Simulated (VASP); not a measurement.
Input:

```xyz
2
Lattice="0.0000 2.8482 2.8482 2.8482 0.0000 2.8482 2.8482 2.8482 0.0000" Properties=species:S:1:pos:R:3 pbc="T T T"
Al     0.0000     0.0000     0.0000
As     1.4241     1.4241     1.4241
```

Computed with vdW-DF-cx, VASP's PBE PAW potentials (set 64) (plane waves; VASP). Run with 520 eV cut-off, 8×8×8 Γ-centred mesh, Gaussian smearing of 0.050 eV, potentials Al As.

### Question
Predict the energy per atom (σ→0), band gap (on the k-mesh) with the smallest direct gap where there is one.

### Answer

The band gap (on the k-mesh) is 1.41 eV and the smallest direct gap (on the k-mesh) is 1.92 eV. The energy per atom (σ→0) comes out as -3.417 eV/atom.

The absolute energy has meaning only against runs of the same code, potentials and settings.

The compound is AlAs in the zinc blende structure. It was relaxed first.
